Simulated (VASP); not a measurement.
Runs of VASP 6.6.1 on Ga11NiP12 (a cell with a defect). The cell holds a defect, 24 atoms: a = 11.562 Å, b = 7.708 Å, c = 7.708 Å, α = 60.00°, β = 60.00°, γ = 60.00°. 

```tsv
task	level	U	fixed moment (μB)	cell	k mesh	mesh quality	pressure (GPa)	moment (μB)	largest force (eV/Å)
single point	PBEsol+U	Ni d U = 7 eV	1	as given	2 × 2 × 2	coarse	(b)	1.00	0.39
single point	PBEsol+U	Ni d U = 5 eV	3	as given	2 × 2 × 2	coarse	-1.9	3.00	0.34
relaxation of the atoms	PBEsol+U	Ni d U = 5 eV	1	atoms relaxed from: atoms moved at random, drawn with an rms of 0.05 Å	2 × 2 × 2	coarse	-2.3	1.00	0.03
single point	PBEsol+U	Ni d U = 5 eV	-	as given	2 × 2 × 2	coarse	-2.3	(a)	0.07
single point	PBEsol	-	1	as given	2 × 2 × 2	coarse	-2.3	1.00	(c)
single point	PBEsol+U	Ni d U = 5 eV	1	as given	2 × 3 × 3	not flagged	-2.5	1.00	0.14
```

Alike in all rows: potentials or basis VASP PAW PBE potentials, release 64 (Ni, Ga_d, P); spin collinear, ferromagnetic start; cutoff (eV) 350; smearing gaussian 0.03 eV.

Problem. Fill in the values left out.

Solution. (a) 1.50; (b) -2.1; (c) 0.28.

Caveats: some runs use coarse meshes; the cutoff is under 1.25 times the usual one of these potentials, so pressure, stress and relaxed cells hold a basis-set (Pulay) error; the PAW data sets were made with another functional, which shifts forces and pressure a little; the total moment is fixed, so each spin has its own Fermi level (some runs); the U is typed as a test and isn't derived for this compound (some runs).
